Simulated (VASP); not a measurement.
VASP ran on this input.

**POSCAR**
```
CdI2
1
    2.0712400000    -3.5874930000     0.0000000000
    2.0712400000     3.5874930000     0.0000000000
    0.0000000000     0.0000000000     6.7022200000
Cd I
1 2
Direct
 -0.0044190000  -0.0020070000  -0.0022720000
  0.3512690000   0.6870310000   0.2523710000
  0.6531500000   0.3149770000   0.7499010000
```

INCAR:
```
ALGO = Normal
EDIFF = 1E-6
ENCUT = 300
GGA = PS
ISIF = 2
ISMEAR = -1
LASPH = .TRUE.
LCHARG = .FALSE.
LMAXMIX = 4
LREAL = .FALSE.
LWAVE = .FALSE.
NELM = 100
PREC = Accurate
SIGMA = 0.05
SYSTEM = CdI2
```

**KPOINTS**
```
Automatic mesh
0
Gamma
  6 6 3
0 0 0
```

POTCAR, in this order: Cd I (PBE.64 set). Program: vasp_std.

Q: Write an equivalent input for Quantum ESPRESSO's pw.x.

A: One equivalent input (not run):
```
&CONTROL
  calculation = 'scf'
  pseudo_dir = './pseudo'
  outdir = './out'
  tprnfor = .true.
  tstress = .true.
/
&SYSTEM
  ibrav = 0
  nat = 3
  ntyp = 2
  ecutwfc = 102
  occupations = 'smearing'
  smearing = 'fermi-dirac'
  degauss = 0.003675
  input_dft = 'pbesol'
/
&ELECTRONS
  conv_thr = 7.3e-08
  electron_maxstep = 100
/
ATOMIC_SPECIES
  Cd 112.414 Cd.upf
  I 126.904 I.upf
CELL_PARAMETERS angstrom
     2.0712400   -3.5874930    0.0000000
     2.0712400    3.5874930    0.0000000
     0.0000000    0.0000000    6.7022200
ATOMIC_POSITIONS crystal
  Cd  -0.0044190 -0.0020070 -0.0022720
  I    0.3512690  0.6870310  0.2523710
  I    0.6531500  0.3149770  0.7499010
K_POINTS automatic
  6 6 3 0 0 0
```
What does not carry over: the potentials are each code's own (VASP's PAW set, PseudoDojo norm-conserving files in pw.x), so ENCUT and ecutwfc are chosen apart and not converted; conv_thr bounds pw.x's estimated SCF error, while EDIFF bounds the energy change between steps.

The structure is a typed CdI2 crystal (P-3m1). The cell was not relaxed at this level, atoms are displaced from their ideal sites.
